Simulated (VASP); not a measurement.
Given:

```
Gd
1.0
    1.81500    -3.14367     0.00000
    1.81500     3.14367     0.00000
    0.00000     0.00000     5.78000
Gd
2
Direct
  0.33333   0.66667   0.25000
  0.66667   0.33333   0.75000
```

Computed with MS2 meta-GGA, VASP's PBE PAW potentials (set 64) (plane waves; VASP). Settings: 520 eV cut-off, 10×10×6 Γ-centred mesh, first-order Methfessel-Paxton smearing of 0.10 eV, potentials Gd_3.

The 4f electrons are frozen in the core of the lanthanide potential, so 4f levels, which can set the real gap, and their magnetism are missing. Energy and stress use the plane-wave basis of the starting cell.

Q: The ions, cell shape and volume are relaxed. Which structure does the run end with?

A: 
```
Gd
1.0
    1.79404    -3.10737     0.00000
    1.79404     3.10737     0.00000
    0.00000     0.00000     5.61741
Gd
2
Cartesian
  1.79404   1.03579   1.40435
  1.79404  -1.03579   4.21305
```
Space group P6_3/mmc (194), at a tolerance of 0.03 Å.

Q: How do energy and volume change from the first to the last step?

A: The energy (σ→0) changes by -12.2 meV/atom and the volume by -5.0 %, in 5 ionic steps.

The compound is Gd in the hcp structure. This run relaxes it. Symmetry was kept, so distortions that lower it aren't found.
